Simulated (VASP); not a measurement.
Calculation: PBE GGA, VASP's PBE PAW potentials (set 64) (plane waves; VASP 6.6.1).

A VASP calculation is set up with these files.

### INCAR
```
ALGO = Normal
EDIFF = 1E-6
ENCUT = 400
GGA = PE
ISIF = 2
ISMEAR = -1
LASPH = .True.
LCHARG = .False.
LMAXMIX = 6
LREAL = .False.
LWAVE = .False.
NELM = 100
PREC = Accurate
SIGMA = 0.1
SYSTEM = Hf2B
```

### KPOINTS
```
K-points
0
G
  4 4 3
0 0 0
```

POSCAR:
```
Hf2B
1
    4.5845890000     0.0000000000     0.0000000000
   -2.2922940000     3.9703700000     0.0000000000
    0.0000000000     0.0000000000     5.6173800000
B Hf
2 4
Direct
  0.3333330000   0.6666670000   0.2500000000
  0.6666670000   0.3333330000   0.7500000000
  0.0000000000   0.0000000000   0.0000000000
  0.0000000000   0.0000000000   0.5000000000
  0.3333330000   0.6666670000   0.7500000000
  0.6666670000   0.3333330000   0.2500000000
```

POTCAR, in this order: B Hf_pv (PBE.64 set). Program: vasp_std.

At this cut-off the stress carries a Pulay error, which pulls relaxed volumes low. Unless said otherwise, spin-orbit coupling is left out, though it shifts the bands of the heavy elements here.

Q: Predict the energy per atom (σ→0), pressure, band gap (on the k-mesh).

A: 
The energy per atom (σ→0) is -8.718 eV/atom, the band gap (on the k-mesh) is none (metal, semimetal or under 0.01 eV) and the pressure comes out as -8.81 GPa.

### OSZICAR
```
...
DAV:   8    -0.523857396796E+02    0.52674E-01   -0.49533E-01   526   0.385E+00    0.343E+00
DAV:   9    -0.523838063979E+02    0.19333E-02   -0.36140E-02   517   0.103E+00    0.998E-01
DAV:  10    -0.523821906186E+02    0.16158E-02   -0.44166E-03   528   0.463E-01    0.564E-01
DAV:  11    -0.523821866349E+02    0.39837E-05   -0.10061E-03   525   0.196E-01    0.263E-01
DAV:  12    -0.523821683275E+02    0.18307E-04   -0.71924E-05   520   0.474E-02    0.388E-02
DAV:  13    -0.523821654120E+02    0.29155E-05   -0.79722E-06   485   0.202E-02    0.449E-02
DAV:  14    -0.523821662482E+02   -0.83617E-06   -0.24803E-06   376   0.909E-03
   1 F= -.52382166E+02 E0= -.52309381E+02  d E =-.145571E+00
```

The structure was generated: Hf2B was put into an ordered model structure, which need not be its known phase. The cell was not relaxed at this level. The k-mesh is coarse (spacing up to 0.40 per Å, 2π included), so the numbers may not be converged in it.
